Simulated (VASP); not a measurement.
Runs of VASP 6.6.1 on Zr. It takes space group P6_3/mmc (No. 194, hexagonal). Conventional cell: a = 3.184 Å, b = 3.184 Å, c = 5.119 Å, α = 90.00°, β = 90.00°, γ = 120.00°. Zr (site symmetry -6m2) is surrounded by 12 Zr at 3.15 to 3.18 Å. 

```csv
level,k mesh,cutoff (eV),smearing,gap on the mesh (eV),pressure (GPa)
PBEsol,15 × 15 × 8,520,gaussian 0.5 eV,none,(a)
r2SCAN,15 × 15 × 8,520,gaussian 0.1 eV,none,4.5
PBEsol,15 × 15 × 8,700,gaussian 0.1 eV,none,0.0
PBEsol,24 × 24 × 12,520,gaussian 0.1 eV,none,0.0
PBEsol,15 × 15 × 8,900,gaussian 0.1 eV,none,0.0
```

Alike in all rows: task single point; potentials or basis VASP PAW PBE potentials, release 64 (Zr_sv); no spin polarisation; cell as given.

Task: Estimate the missing entries.

Result: (a) 0.4.

Caveats: the PAW data sets were made with another functional, which shifts forces and pressure a little.

A k mesh can miss the band edges, and the runs leave out spin-orbit coupling on Zr.

A gap of «none» marks a metal or a gap under the smearing width.

Not every run made on this cell is shown here.
